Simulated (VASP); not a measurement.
# W16O in VASP: settings compared

One slab, W16O, is run at these levels: PBE+D3(BJ), optB86b-vdW, rev-vdW-DF2; tasks: single point.

All numbers are computed with VASP 6.6.1; they aren't measurements. Logs are shortened: lines on timing, memory, paths and dates and some standing lists are left out, and cuts for length are marked.

## (1) The structure

The cell holds a slab with vacuum, 17 atoms: a = 6.320 Å, b = 5.473 Å, c = 23.203 Å, α = 90.00°, β = 90.00°, γ = 54.74°.

The cell was built by a generator and needn't be a form met in nature.

## (2) Single point, PBE+D3(BJ)

Contents of INCAR:

```
SYSTEM = W16O
  PREC = Accurate
  ENCUT = 400
  EDIFF = 1E-7
  ISMEAR = 1
  SIGMA = 0.1
  LREAL = Auto
  LASPH = .TRUE.
  NELM = 80
  ALGO = Fast
  ISIF = 2
  LWAVE = .FALSE.
  LCHARG = .FALSE.
  GGA = PE
  IVDW = 12
  ISYM = 0
```

Contents of KPOINTS:

```
Automatic mesh
0
G
  5 6 1
  0 0 0
```

Contents of POSCAR:

```
W16O
1.0
    6.3200000000      0.0000000000      0.0000000000
    3.1600000000      4.4689148571      0.0000000000
    0.0000000000      0.0000000000     23.2033722856
W O
16 1
Direct
    0.7500000000      0.5000000000      0.1077000000
    0.2500000000      0.5000000000      0.1077000000
    0.7500000000      0.0000000000      0.1077000000
    0.2500000000      0.0000000000      0.1077000000
    0.0000000000      0.0000000000      0.2040000000
    0.5000000000      0.0000000000      0.2040000000
    0.0000000000      0.5000000000      0.2040000000
    0.5000000000      0.5000000000      0.2040000000
    0.7516000000      0.4989000000      0.3014000000
    0.2494000000      0.4991000000      0.3014000000
    0.7519000000      0.9966000000      0.2993000000
    0.2507000000      0.9987000000      0.3009000000
    0.0013000000      0.9955000000      0.3975000000
    0.5033000000      0.9959000000      0.3973000000
    0.9934000000      0.5127000000      0.3954000000
    0.5142000000      0.4725000000      0.3919000000
    0.1910000000      0.1188000000      0.4475000000
```

Potentials or basis: VASP PAW PBE potentials, release 64 (W_sv, O).

The run is started by

```
$ cat potpaw_PBE.64/W_sv/POTCAR potpaw_PBE.64/O/POTCAR > POTCAR
$ mpirun -np 4 vasp_std > vasp.out
```

OUTCAR:

```text
SYSTEM = W16O
   PREC = Accurate
   ENCUT = 400
   EDIFF = 1E-7
   ISMEAR = 1
   LREAL = Auto
   LASPH = .TRUE.
   NELM = 80
   ISIF = 2
   GGA = PE
   IVDW = 12
   ISYM = 0
 IVDW          = 12

 ion  position               nearest neighbor table
   1  0.750  0.500  0.108-   3 2.74   3 2.74   4 2.74   4 2.74   8 2.74   7 2.74   2 3.16   2 3.16
                             6 3.16   5 3.16
   2  0.250  0.500  0.108-   4 2.74   3 2.74   4 2.74   3 2.74   8 2.74   7 2.74   1 3.16   1 3.16
                             5 3.16   6 3.16
   3  0.750  0.000  0.108-   1 2.74   1 2.74   2 2.74   2 2.74   6 2.74   5 2.74   4 3.16   4 3.16
                             8 3.16   7 3.16
   4  0.250  0.000  0.108-   2 2.74   1 2.74   2 2.74   1 2.74   6 2.74   5 2.74   3 3.16   3 3.16
                             7 3.16   8 3.16
   5  0.000  0.000  0.204-  11 2.72   7 2.74   7 2.74   8 2.74   8 2.74   4 2.74   3 2.74  12 2.75
                             6 3.16   6 3.16   1 3.16   2 3.16   9 3.17  10 3.18
   6  0.500  0.000  0.204-  11 2.72   8 2.74   7 2.74   8 2.74   7 2.74   4 2.74   3 2.74  12 2.75
                             5 3.16   5 3.16   2 3.16   1 3.16  10 3.18   9 3.18
   7  0.000  0.500  0.204-   5 2.74   5 2.74   6 2.74   6 2.74   1 2.74   2 2.74  10 2.75   9 2.75
                            11 3.13   8 3.16   8 3.16   3 3.16   4 3.16  12 3.17
   8  0.500  0.500  0.204-   6 2.74   5 2.74   6 2.74   5 2.74   1 2.74   2 2.74  10 2.76   9 2.76
                            11 3.15   7 3.16   7 3.16   3 3.16   4 3.16  12 3.17
   9  0.752  0.499  0.301-  16 2.63  15 2.69  11 2.73  12 2.73  12 2.74  11 2.75   7 2.75   8 2.76
                            14 3.14  10 3.15  13 3.17  10 3.17   5 3.17   6 3.18
  10  0.249  0.499  0.301-  16 2.64  15 2.69  11 2.72  12 2.73  12 2.74  11 2.75   7 2.75   8 2.76
                            13 3.15   9 3.15  14 3.16   9 3.17   6 3.18   5 3.18
  11  0.752  0.997  0.299-   5 2.72   6 2.72  10 2.72   9 2.73   9 2.75  10 2.75  14 2.77  13 2.77
                            16 3.02  15 3.11   7 3.13   8 3.15  12 3.16  12 3.16
  12  0.251  0.999  0.301-   9 2.73  10 2.73  10 2.74   9 2.74  14 2.74  13 2.75   6 2.75   5 2.75
                            11 3.16  16 3.16  11 3.16   8 3.17   7 3.17  15 3.18
  13  0.001  0.995  0.398-  17 2.04  16 2.65  15 2.67  12 2.75  11 2.77  15 2.80  16 2.83  10 3.15
                            14 3.15   9 3.17  14 3.17
  14  0.503  0.996  0.397-  17 2.04  16 2.65  15 2.67  12 2.74  11 2.77  15 2.80  16 2.83   9 3.14
                            13 3.15  10 3.16  13 3.17
  15  0.993  0.513  0.395-  17 2.14  14 2.67  13 2.67   9 2.69  10 2.69  13 2.80  14 2.80  11 3.11
                            16 3.16  16 3.17  12 3.18
  16  0.514  0.472  0.392-   9 2.63  10 2.64  13 2.65  14 2.65  14 2.83  13 2.83  11 3.02  12 3.16
                            15 3.16  15 3.17
  17  0.191  0.119  0.447-  14 2.04  13 2.04  15 2.14

IMPORTANT INFORMATION: All symmetrisations will be switched off!
NOSYMM: (Re-)initialisation of all symmetry stuff for point group C_1.

----------------------------------------------------------------------------------------

                                     Primitive cell

  volume of cell :     655.3454

  direct lattice vectors                    reciprocal lattice vectors
     6.320000000  0.000000000  0.000000000     0.158227848 -0.111883984  0.000000000
     3.160000000  4.468914857  0.000000000     0.000000000  0.223767969  0.000000000
     0.000000000  0.000000000 23.203372286     0.000000000  0.000000000  0.043097184

  length of vectors
     6.320000000  5.473280552 23.203372286     0.193788745  0.223767969  0.043097184

  position of ions in fractional coordinates (direct lattice)
     0.750000000  0.500000000  0.107700000
     0.250000000  0.500000000  0.107700000
     0.750000000  0.000000000  0.107700000
     0.250000000  0.000000000  0.107700000
     0.000000000  0.000000000  0.204000000
     0.500000000  0.000000000  0.204000000
[... 9 lines left out ...]
     0.514200000  0.472500000  0.391900000
     0.191000000  0.118800000  0.447500000

  ion indices of the primitive-cell ions
   primitive index   ion index
                 1           1
                 2           2
                 3           3
                 4           4
                 5           5
                 6           6
[... 9 lines left out ...]
                16          16
                17          17

----------------------------------------------------------------------------------------

 KPOINTS: Automatic mesh

Automatic generation of k-mesh.
 Grid dimensions read from file:
 generate k-points for:    5    6    1

 Generating k-lattice:

[... 27 lines left out ...]
|                                                                             |
 -----------------------------------------------------------------------------

 WARNING: IBZKPT: internal override: KBLOWUP is changed to .FALSE.
      ... skipping the blow-up phase ...

 Subroutine IBZKPT returns following result:
 ===========================================

 Found     16 irreducible k-points:

 Following reciprocal coordinates:
            Coordinates               Weight
  0.000000  0.000000  0.000000      1.000000
  0.200000 -0.000000  0.000000      2.000000
  0.400000  0.000000  0.000000      2.000000
  0.000000  0.166667  0.000000      2.000000
  0.200000  0.166667  0.000000      2.000000
  0.400000  0.166667  0.000000      2.000000
[... 8 lines left out ...]
  0.200000  0.500000  0.000000      2.000000
  0.400000  0.500000  0.000000      2.000000
   k-points           NKPTS =     16   k-points in BZ     NKDIM =     16   number of bands    NBANDS=    140
   number of dos      NEDOS =    301   number of ions     NIONS =     17
   total plane-waves  NPLWV = 241920
   dimension x,y,z NGX =    42 NGY =   36 NGZ =  160
   dimension x,y,z NGXF=    84 NGYF=   72 NGZF=  320
   ions per type =              16   1
   NGX,Y,Z   is equivalent  to a cutoff of  11.05, 10.93, 11.46 a.u.
   NGXF,Y,Z  is equivalent  to a cutoff of  22.10, 21.87, 22.93 a.u.
 SYSTEM =  W16O
   PREC   = accura    normal or accurate (medium, high low for compatibility)
   ISTART =      0    job   : 0-new  1-cont  2-samecut
   ICHARG =      2    charge: 1-file 2-atom 10-const
   ISPIN  =      1    spin polarized calculation?
   LNONCOLLINEAR =      F non collinear calculations
   LSORBIT =      F    spin-orbit coupling
   LASPH  =      T    aspherical Exc in radial PAW
   ENCUT  =  400.0 eV  29.40 Ry    5.42 a.u.  10.31  8.93 37.84*2*pi/ulx,y,z
   NELM   =     80;   NELMIN=  2; NELMDL= -5     # of ELM steps
   EDIFF  = 0.1E-06   stopping-criterion for ELM
   LREAL  =      T    real-space projection
   EDIFFG = 0.1E-05   stopping-criterion for IOM
   NSW    =      0    number of steps for IOM
   IBRION =     -1    ionic relax: 0-MD 1-quasi-New 2-CG
   NFREE  =      0    steps in history (QN), initial steepest desc. (CG)
   ISIF   =      2    stress and relaxation
   ISYM   =      0    0-nonsym 1-usesym 2-fastsym
   POTIM  = 0.5000    time-step for ionic-motion
   TEBEG  =    0.0;   TEEND  =   0.0 temperature during run
   PSTRESS=    0.0 pullay stress
   NELECT =     230.0000    total number of electrons
   NUPDOWN=      -1.0000    fix difference up-down
   EMIN   =  10.00;   EMAX   =-10.00  energy-range for DOS
   EFERMI =   0.00;   METHOD = LEGACY
   ISMEAR =     1;   SIGMA  =   0.10  broadening in eV -4-tet -1-fermi 0-gaus
   EFERMI_NEDOS =   21; number of points for ismear=-14 and -15
   IALGO  =     68    algorithm
   IMIX   =      4    mixing-type and parameters
     AMIX     =   0.40;   BMIX     =  1.00
     AMIX_MAG =   1.60;   BMIX_MAG =  1.00
  volume/ion in A,a.u.               =      38.55       260.15
  Fermi-wavevector in a.u.,A,eV,Ry     =   1.154766  2.182191 18.143161  1.333485
  Thomas-Fermi vector in A             =   2.291400
   LORBIT       =      0    0 simple, 1 ext, 2 COOP (PROOUT), +10 PAW based schemes
   GGA     = PE    functional components
   LHFCALC =     F    Hartree Fock is set to
   AEXX    =    0.0000 exact exchange contribution
   IVDW    =    12    specifies the selected vdW correction
   LEPSILON=     F    determine dielectric tensor
   LRPA    =     F    only Hartree local field effects (RPA)
 non-spin polarized calculation
 RMM-DIIS sequential band-by-band and
 Methfessel and Paxton  Order N= 1 SIGMA  =   0.10
  energy-cutoff  :      400.00
  volume of cell :      655.35
 maximum number of plane-waves:     11945
 NGX is ok and might be reduce to    42
   NGX = 21   NGY = 17   NGZ = 75

 number of electron     229.9999985 magnetization

 Free energy of the ion-electron system (eV)
  ---------------------------------------------------
  ext. energy  EPLUGINS =         0.00000000
  ---------------------------------------------------
  free energy    TOTEN  =      -204.79343569 eV

  energy without entropy =     -204.79397678  energy(sigma->0) =     -204.79361605

 E-fermi :   1.6333     XC(G=0):  -6.2632

 val. band max:        1.6264791295   @ k =   0.4000   0.5000   0.0000
 cond. band min:       1.6442315191   @ k =  -0.4000   0.1667   0.0000
 fundamental gap:      0.0177523896
 Fermi energy:         1.6332905648

 k-point     1 :       0.0000    0.0000    0.0000
  band No.  band energies     occupation
      1     -72.7012      2.00000
      2     -72.6751      2.00000
      3     -72.5452      2.00000
      4     -72.4842      2.00000
      5     -72.4491      2.00000
      6     -72.4410      2.00000
[... 2069 lines left out ...]
    126       2.9123     -0.00000
    127       3.0129     -0.00000
 [bands above 127 left out]

------------------------ aborting loop because EDIFF is reached ----------------------------------------

 Edisp (eV)   -8.14444

 E8    (eV) :    -4.2958

  FORCE on cell =-STRESS in cart. coord.  units (eV):
  Direction    XX          YY          ZZ          XY          YZ          ZX
  --------------------------------------------------------------------------------------
  -------------------------------------------------------------------------------------
  Total     -18.98202   -11.38536    -4.73694    -0.26273    -0.01438    -0.08833
  in kB     -46.40693   -27.83474   -11.58078    -0.64233    -0.03516    -0.21596
  external pressure =      -28.61 kB  Pullay stress =        0.00 kB

 VOLUME and BASIS-vectors are now :
 -----------------------------------------------------------------------------
  energy-cutoff  :      400.00
  volume of cell :      655.35
      direct lattice vectors                 reciprocal lattice vectors
     6.320000000  0.000000000  0.000000000     0.158227848 -0.111883984  0.000000000
     3.160000000  4.468914857  0.000000000     0.000000000  0.223767969  0.000000000
     0.000000000  0.000000000 23.203372286     0.000000000  0.000000000  0.043097184

 POSITION                                       TOTAL-FORCE (eV/Angst)
 -----------------------------------------------------------------------------------
      6.32000      2.23446      2.49900         0.036297      0.018878      0.491679
      3.16000      2.23446      2.49900        -0.022840     -0.011683      0.438863
      4.74000      0.00000      2.49900         0.004027      0.037949      0.604963
      1.58000      0.00000      2.49900        -0.000544     -0.044407      0.447501
      0.00000      0.00000      4.73349        -0.052342      0.003703     -0.438575
      3.16000      0.00000      4.73349         0.052110      0.067206     -0.455491
[... 9 lines left out ...]
      4.74284      2.11156      9.09340        -0.007424      0.012668      0.053395
      1.58253      0.53091     10.38351         0.003256     -0.003434      0.142453
 -----------------------------------------------------------------------------------
    total drift:                               -0.001556      0.004538     -0.004745

  FREE ENERGIE OF THE ION-ELECTRON SYSTEM (eV)
  ---------------------------------------------------
  free  energy   TOTEN  =      -212.9378775173 eV

  energy  without entropy=     -212.9384186075  energy(sigma->0) =     -212.93805788
```

Run time: 15 min. Hardware: 4 MPI ranks of Intel Xeon Platinum 8375C at 2.90GHz (Ice Lake), shared host; peak memory 0.35 GiB.

Results:

- Free energy: -212.9379 eV
- Largest force: 0.614 eV/Å
- Band gap on the k mesh: none (metal or under the smearing width)
- Dispersion energy per atom: -0.479 eV

Forces on the atoms (eV/Å):
```
W    0.036  0.019  0.492
W   -0.023 -0.012  0.439
W    0.004  0.038  0.605
W   -0.001 -0.044  0.448
W   -0.052  0.004 -0.439
W    0.052  0.067 -0.455
W    0.019 -0.180 -0.577
W   -0.025  0.107 -0.604
W    0.008  0.008 -0.008
W   -0.006 -0.004  0.002
W   -0.012 -0.003 -0.024
W    0.013  0.001 -0.022
W   -0.077 -0.034 -0.006
W    0.075 -0.040 -0.046
W   -0.007  0.065  0.000
W   -0.007  0.013  0.053
O    0.003 -0.003  0.142
```

Levels at points of the mesh, in eV from the Fermi level:
```csv
k point,band 113,band 114,band 115,band 116,band 117,band 118
"(0.00, 0.00, 0.00)",0.64,0.74,0.78,0.80,0.85,1.11
"(0.00, 0.50, 0.00)",-0.81,-0.68,-0.59,-0.51,-0.42,-0.34
```

Caveat: the cutoff is under 1.25 times the usual one of these potentials, so pressure, stress and relaxed cells hold a basis-set (Pulay) error. Spin-orbit coupling is left out, which matters for the levels of W.

## (3) Single point, optB86b-vdW

Changes to INCAR since step 2:

```diff
@@ -13,4 +13,7 @@
   LCHARG = .FALSE.
-  GGA = PE
-  IVDW = 12
+  GGA = MK
+  LUSE_VDW = .TRUE.
+  AGGAC = 0.0
+  PARAM1 = 0.1234
+  PARAM2 = 1.0
   ISYM = 0
```

KPOINTS is that of step 2.

POSCAR is that of step 2.

Potentials or basis: VASP PAW PBE potentials, release 64 (W_sv, O).

The run is started by

```
$ cat potpaw_PBE.64/W_sv/POTCAR potpaw_PBE.64/O/POTCAR > POTCAR
$ mpirun -np 4 vasp_std > vasp.out
```

Run time: 19 min. Hardware: 4 MPI ranks of Intel Xeon Platinum 8375C at 2.90GHz (Ice Lake), shared host; peak memory 0.66 GiB.

Results (log left out):

| Item | Value |
| --- | --- |
| Free energy | -156.4883 eV |
| Largest force | 0.671 eV/Å |
| Band gap on the k mesh | none (metal or under the smearing width) |

Forces on the atoms (eV/Å):
```
W    0.034  0.018  0.508
W   -0.024 -0.007  0.451
W    0.005  0.034  0.616
W    0.001 -0.043  0.454
W   -0.051  0.003 -0.504
W    0.052  0.069 -0.519
W    0.019 -0.182 -0.627
W   -0.025  0.112 -0.661
W    0.010  0.006  0.046
W   -0.011  0.002  0.058
W   -0.011 -0.008  0.026
W    0.012  0.001  0.041
W   -0.078 -0.033  0.023
W    0.079 -0.036 -0.021
W   -0.007  0.088  0.013
W   -0.007 -0.026  0.056
O    0.002  0.005  0.040
```

Levels at points of the mesh, in eV from the Fermi level:
| k point | band 113 | band 114 | band 115 | band 116 | band 117 | band 118 |
| --- | --- | --- | --- | --- | --- | --- |
| (0.00, 0.00, 0.00) | 0.66 | 0.77 | 0.79 | 0.81 | 0.84 | 1.10 |
| (0.00, 0.50, 0.00) | -0.82 | -0.69 | -0.60 | -0.52 | -0.43 | -0.35 |

Caveat: the cutoff is under 1.25 times the usual one of these potentials, so pressure, stress and relaxed cells hold a basis-set (Pulay) error; the PAW data sets were made with another functional, which shifts forces and pressure a little.

## (4) Single point, rev-vdW-DF2

Changes to INCAR since step 3:

```diff
@@ -17,3 +17,4 @@
   PARAM1 = 0.1234
-  PARAM2 = 1.0
+  PARAM2 = 0.711357
+  ZAB_VDW = -1.8867
   ISYM = 0
```

KPOINTS is that of step 3.

POSCAR is that of step 3.

The run is started by

```
$ cat potpaw_PBE.64/W_sv/POTCAR potpaw_PBE.64/O/POTCAR > POTCAR
$ mpirun -np 4 vasp_std > vasp.out
```

It took 26 min on 4 MPI ranks of Intel Xeon Platinum 8375C at 2.90GHz (Ice Lake), shared host; peak memory 0.67 GiB.

It converged, with:

| Item | Value |
| --- | --- |
| Free energy | -160.5006 eV |
| Largest force | 0.666 eV/Å |
| Band gap on the k mesh | none (metal or under the smearing width) |

Forces in eV/Å, atoms in the order of the input:
```
W    0.033  0.018  0.495
W   -0.024 -0.005  0.438
W    0.005  0.033  0.601
W    0.002 -0.043  0.439
W   -0.050  0.003 -0.502
W    0.051  0.069 -0.517
W    0.019 -0.183 -0.620
W   -0.025  0.113 -0.656
W    0.010  0.005  0.041
W   -0.011  0.003  0.053
W   -0.011 -0.009  0.024
W    0.012  0.001  0.038
W   -0.084 -0.036  0.041
W    0.085 -0.039 -0.003
W   -0.007  0.098  0.027
W   -0.007 -0.035  0.063
O    0.002  0.010  0.038
```

Levels at points of the mesh, in eV from the Fermi level:
```tsv
k point	band 111	band 112	band 113	band 114	band 115	band 116	band 117	band 118	band 119	band 120
(0.00, 0.00, 0.00)	0.38	0.65	0.67	0.77	0.79	0.82	0.83	1.10	1.31	1.56
(0.00, 0.50, 0.00)	-0.88	-0.82	-0.82	-0.69	-0.60	-0.52	-0.43	-0.35	-0.24	-0.02
```

Caveat: the cutoff is under 1.25 times the usual one of these potentials, so pressure, stress and relaxed cells hold a basis-set (Pulay) error; the PAW data sets were made with another functional, which shifts forces and pressure a little. The run has no spin-orbit coupling, so splittings on W are missing.

## (5) Summary

```csv
level,gap on the mesh (eV),largest force (eV/Å)
PBE+D3(BJ),none,0.61
optB86b-vdW,none,0.67
rev-vdW-DF2,none,0.67
```

Alike in all rows: task single point; potentials or basis VASP PAW PBE potentials, release 64 (W_sv, O); no spin polarisation; cell as given; k mesh 5 × 6 × 1; cutoff (eV) 400; smearing methfessel-paxton 0.1 eV.

Every run on the cell as given and a fine mesh finds a metal.

Caveats: the cutoff is under 1.25 times the usual one of these potentials, so pressure, stress and relaxed cells hold a basis-set (Pulay) error; the PAW data sets were made with another functional, which shifts forces and pressure a little (some runs).

Total energies depend on the potentials used, so only differences within one code and one set of settings carry meaning.
